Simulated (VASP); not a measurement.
A VASP calculation is set up with these files.

File POSCAR:
```
TiCo
6.09960
  0.5000000000   0.0000000000   0.0000000000
  0.0000000000   0.5000000000   0.0000000000
  0.0000000000   0.0000000000   0.5000000000
Ti Co
1 1
Cartesian
  0.0000000000   0.0000000000   0.0000000000
  0.2500000000   0.2500000000   0.2500000000
```

KPOINTS:
```
kpoints
0
gamma
  11 11 11
```

INCAR:
```
SYSTEM = TiCo
PREC = Accurate; ENCUT = 400; LREAL = .False.
LASPH = .True.
EDIFF = 1E-6; NELM = 100; ALGO = Normal
LMAXMIX = 4
ISMEAR = 1; SIGMA = 0.1
GGA = PE
LDAUL = 2 2
LDAUU = 6.0 6.0
LDAUJ = 0 0
LDAU = .True.; LDAUTYPE = 2; LDAUPRINT = 1
ISIF = 2
LWAVE = .False.; LCHARG = .False.; LORBIT = 10
```

POTCAR, in this order: Ti_sv Co (PBE.64 set). Program: vasp_std.

### Question
Translate this PBE+U calculation to Ansatz.

### Answer
One equivalent input (not run):
Ansatz 0.2 input:
```yaml
crystal:
  lattice:
    - [3.0498000, 0.0000000, 0.0000000]
    - [0.0000000, 3.0498000, 0.0000000]
    - [0.0000000, 0.0000000, 3.0498000]
  atoms:
    - { symbol: Ti, position: [0.0000000, 0.0000000, 0.0000000] }
    - { symbol: Co, position: [0.5000000, 0.5000000, 0.5000000] }
kpoints:
  mp_grid: { grid: [11, 11, 11] }
hamiltonian:
  xc: pbe
  pseudopotentials: { kind: paw }
  hubbard:
    sites:
      - { species: Ti, l: d, u_eff: 6 }
      - { species: Co, l: d, u_eff: 6 }
scf:
  occupations: { method: methfessel_paxton, width: 0.1 }
  max_iter: 100
output: { forces: true, stress: true, eigenvalues: true }
```
What does not carry over: each code has its own PAW files, so the cut-off isn't converted (ENCUT is set for VASP's; basis.ecutwfc is left out, and Ansatz then takes the one that its files recommend); Ansatz stops its SCF on the density residual and VASP on the energy change (EDIFF); the +U projectors differ, so the same U acts differently.

The compound is TiCo in the CsCl type structure. The cell was not relaxed at this level. The run is one of a series of settings (LDAU = .TRUE., LDAUJ = 0 0, LDAUL = 2 2, LDAUTYPE = 2, LDAUU = 6.0 6.0 against the base run), some of them coarse on purpose.
